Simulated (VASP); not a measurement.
# Ti (relaxed from the bcc structure, space group Im-3m): computed properties

Calculation: r2SCAN meta-GGA, VASP's PBE PAW potentials (set 64) (plane waves; VASP 6.6.1).

```yaml
space_group: Im-3m (229)
cell: a = 3.251 Å, b = 3.251 Å, c = 3.251 Å, α = 90.00°, β = 90.00°, γ = 90.00°
volume_per_atom: 17.18 Å³/atom
band gap (over mesh and band path): none (metal, semimetal or under 0.01 eV)
density: 4.63 g/cm³
```

```
Ti
1.0
   -1.62562     1.62562     1.62562
    1.62562    -1.62562     1.62562
    1.62562     1.62562    -1.62562
Ti
1
Direct
  0.00000   0.00000   0.00000
```

The structure was generated: Ti was put into the bcc type (Im-3m), which need not be its known phase. It was relaxed first. Symmetry was kept, so distortions that lower it aren't found.
